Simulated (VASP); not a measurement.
A convergence study with VASP on MgTe (zinc blende): one setting is varied, all else stays as given below, so the limit is that of these other settings.

```
CELL_PARAMETERS angstrom
      0.00000     3.21000     3.21000
      3.21000     0.00000     3.21000
      3.21000     3.21000     0.00000
ATOMIC_POSITIONS crystal
  Mg 0.00000 0.00000 0.00000
  Te 0.25000 0.25000 0.25000
```

These are PBE GGA, VASP's PBE PAW potentials (set 64) (plane waves; VASP 6.6.1) values and carry that method's errors. The tightest run used: 550 eV cut-off, 16×16×16 Γ-centred mesh, Gaussian smearing of 0.050 eV, potentials Mg Te.

```json
[
 {"setting": "1×1×1 mesh", "E (eV/atom)": "1.0143", "pressure (GPa)": "19.69", "irreducible k-points": "1"},
 {"setting": "2×2×2 mesh", "E (eV/atom)": "-2.7307", "pressure (GPa)": "4.46", "irreducible k-points": "3"},
 {"setting": "3×3×3 mesh", "E (eV/atom)": "-3.1208", "pressure (GPa)": "2.10", "irreducible k-points": "4"},
 {"setting": "5×5×5 mesh", "E (eV/atom)": "-3.1923", "pressure (GPa)": "1.55", "irreducible k-points": "10"}
]
```

These are the cheaper rows. Estimate the results at 16×16×16 mesh, and how far the last row shown lies from them.

| quantity | tightest run | last row shown is off by |
|---|---|---|
| E (eV/atom) | -3.1957 | 0.0034 |
| pressure (GPa) | 1.52 | 0.03 |

Left out are rungs that failed or repeat a setting and relaxations that didn't move; long series are thinned to 24 rows.

The compound is MgTe in the zinc blende structure, whereas wurtzite is the usual form. The cell was not relaxed at this level.
